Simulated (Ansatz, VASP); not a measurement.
## One calculation of TaO, two programs

```
Ta O
1.0
     3.06611    0.00000    0.00000
    -1.53306    2.65533    0.00000
     0.00000    0.00000    3.85502
Ta O
1 1
Direct
  0.00000 0.00000 0.50000
  0.00000 0.00000 0.00000
```

Alike in both runs: functional PBE; k mesh 21 × 21 × 14; occupations gaussian, width 0.1 eV; no spin polarisation.

Ansatz relaxed the structure, and its values are those at the end. VASP's run is a single point on that final structure, the one shown.

|  | VASP | Ansatz |
| --- | --- | --- |
| version | VASP 6.6.1 | Ansatz 0.2.0 |
| potentials or method | VASP PAW PBE potentials, release 64 (Ta_pv, O) | scalar-relativistic, plane waves, PAW |
| plane-wave cutoff (eV) | 520 | 420 |
| valence electrons in the cell | 17 | 19 |

Ansatz gave:

| Quantity | Value |
| --- | --- |
| gap on the k mesh at the Fermi level (eV) | none |
| pressure (GPa) | 0.0 |

Problem. Estimate VASP's values.

Solution. gap on the k mesh at the Fermi level (eV): none; pressure (GPa): 0.4.

A gap of «none» marks a metal or a gap that the smearing closes. The functional is the same, so the differences come from potentials, cutoffs and numerics. The two sets of potentials don't hold the same shells in valence.

Caveats: an odd number of electrons without spin polarisation forces a metal; a magnetic or distorted state may lie lower. The runs have no spin-orbit coupling, so splittings on Ta are missing.
